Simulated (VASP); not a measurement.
# Ga (relaxed from the bcc structure, space group Im-3m): computed properties

The numbers are results of PBEsol GGA, VASP's PBE PAW potentials (set 64) (plane waves; VASP), not measurements.

| Item | Value |
|---|---|
| space group | Im-3m (229) |
| cell | a = b = c = 3.287 Å, α = β = γ = 90.00° |
| volume per atom | 17.76 Å^3/atom |
| band gap (over mesh and band path) | none (metal, semimetal or under 0.01 eV) |
| density | 6.52 g/cm³ |

```yaml
crystal:
  lattice:
    - [-1.64360, 1.64360, 1.64360]
    - [1.64360, -1.64360, 1.64360]
    - [1.64360, 1.64360, -1.64360]
  atoms:
    - { symbol: Ga, position: [0.00000, 0.00000, 0.00000] }
```

The structure was generated: Ga was put into the bcc type (Im-3m), which need not be its known phase. It was relaxed first, which changed the volume by -6 %. Symmetry was kept, so distortions that lower it aren't found.
